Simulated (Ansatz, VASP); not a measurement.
# CdIrS3: VASP beside Ansatz

Contents of INCAR:

```
SYSTEM = CdIrS3
PREC     = Accurate       ! precision mode
ENCUT    = 600            ! plane-wave cutoff, eV
EDIFF    = 1E-6           ! SCF threshold, eV
ISMEAR   = 0              ! smearing method
SIGMA    = 0.1            ! smearing width, eV
LREAL    = .False.        ! projectors in reciprocal space
LASPH    = .True.         ! aspherical terms in the spheres
NELM     = 150            ! most SCF steps
ALGO     = Normal         ! electronic algorithm
ISIF     = 3              ! what is computed and relaxed
LWAVE    = .False.        ! write WAVECAR
LCHARG   = .False.        ! write CHGCAR
ISPIN    = 2              ! spin polarisation
MAGMOM   = 0 1 0 0 0      ! initial moments
LORBIT   = 11             ! projections on sites
LMAXMIX  = 4              ! l up to which the mixer works
GGA      = PE             ! functional
IBRION   = 2              ! ionic algorithm
NSW      = 90             ! ionic steps
EDIFFG   = -0.04          ! ionic threshold
```

Contents of KPOINTS:

```
regular mesh
0
Gamma
  4 4 4
  0 0 0
```

POSCAR

```
CdIrS3
1.0
    4.5133900600      0.0000000000      0.0000000000
    0.0000000000      4.5133900600      0.0000000000
    0.0000000000      0.0000000000      4.5133900600
Cd Ir S
1 1 3
Direct
    0.0000000000      0.0000000000      0.0000000000
    0.5000000000      0.5000000000      0.5000000000
    0.5000000000      0.5000000000      0.0000000000
    0.0000000000      0.5000000000      0.5000000000
    0.5000000000      0.0000000000      0.5000000000
```

Input for Ansatz:

```yaml
crystal:
  lattice:
    - [4.51339006, 0.0, 0.0]
    - [0.0, 4.51339006, 0.0]
    - [0.0, 0.0, 4.51339006]
  atoms:
    - { symbol: Cd, position: [0.0, 0.0, 0.0] }
    - { symbol: Ir, position: [0.5, 0.5, 0.5], spin: 1.0 }
    - { symbol: S, position: [0.5, 0.5, 0.0] }
    - { symbol: S, position: [0.0, 0.5, 0.5] }
    - { symbol: S, position: [0.5, 0.0, 0.5] }
basis:
  ecutwfc: 420
kpoints:
  mp_grid: { grid: [4, 4, 4] }
hamiltonian:
  xc: pbe
scf:
  occupations: { method: gaussian, width: 0.1 }
  lower_state_search: "off"
output:
  forces: true
  stress: true
  eigenvalues: true
  populations: true
magnetization:
  spin_polarized: true
relax:
  adjacent_minimum: "off"
  f_tol: 0.04
  max_steps: 70
  cell: { stress_tol: 0.4 }
```

Change from the starting cell: species swapped into the ZnAgF3 type (Pm-3m, No. 221).

Alike in both runs: task relaxation of cell and atoms; functional PBE; k mesh 4 × 4 × 4; occupations gaussian, width 0.1 eV; collinear spin.

```csv
,VASP,Ansatz
version,VASP 6.6.1,Ansatz 0.2.0
potentials or method,"VASP PAW PBE potentials, release 64 (Cd, Ir, S)","scalar-relativistic, plane waves, PAW"
plane-wave cutoff (eV),600,420
valence electrons in the cell,39,55
```

|  | VASP | Ansatz | Ansatz less VASP |
| --- | --- | --- | --- |
| gap on the k mesh at the Fermi level, each at its own relaxed structure (eV) | none | none | - |
| net moment per atom (μB) | 0.00 | 0.00 | 0.000 |
| relaxed volume (Å³/atom) | 20.98 | 20.86 | -0.116 |
| relaxed cell length with the largest relative difference (Å) | 4.716 | 4.707 | -0.0087 |
| energy change over the relaxation (meV/atom) | -109 | -103 | +6.6 |

A gap of «none» marks a metal or a gap that the smearing closes. The two sets of potentials don't hold the same shells in valence. Ansatz warned: «seeded_moment_not_kept».

The runs have no spin-orbit coupling, so splittings on Ir are missing.
